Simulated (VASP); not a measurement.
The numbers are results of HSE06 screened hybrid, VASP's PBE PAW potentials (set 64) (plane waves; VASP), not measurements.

VASP ran on this input.

**INCAR**
```
ENCUT = 520   # plane-wave cut-off (eV)
NELM = 60   # most electronic steps
PRECFOCK = Fast
GGA = PE   # PBE
LCHARG = .FALSE.
LMAXMIX = 4   # l cut-off of mixed one-centre charges
LREAL = .FALSE.   # projection in real space or not
HFSCREEN = 0.2
LHFCALC = .TRUE.
PREC = Accurate
ISIF = 2   # forces and stress, cell fixed
ISMEAR = 0
SIGMA = 0.05   # width (eV)
ISYM = 3
EDIFF = 1E-6   # SCF stop (eV)
LWAVE = .FALSE.
LASPH = .TRUE.
SYSTEM = KBr
ALGO = Normal
AEXX = 0.25
```

File POSCAR:
```
KBr
1
    0.0000000000     3.2841905039     3.2841905039
    3.2841905039     0.0000000000     3.2841905039
    3.2841905039     3.2841905039     0.0000000000
K Br
1 1
Direct
  0.0000000000   0.0000000000   0.0000000000
  0.5000000000   0.5000000000   0.5000000000
```

KPOINTS:
```
Automatic mesh
0
Gamma
6 6 6
0 0 0
```

POTCAR, in this order: K_sv Br (PBE.64 set). Program: vasp_std. Read from the step before: WAVECAR.

**Question.** What will the output report for the number of irreducible k-points (NKPTS), largest plane-wave count, number of space-group operations, FFT grid (NGX, NGY, NGZ)?

**Answer.** 
```yaml
number of irreducible k-points (NKPTS): 16
largest_plane_wave_count: 1932
number_of_space_group_operations: 48
FFT grid (NGX, NGY, NGZ): 36 × 36 × 36
```

The compound is KBr in the rock salt structure. This cell is one point of a volume scan, at 0.94 of the reference volume. The cell's shape comes from a PBE relaxation.
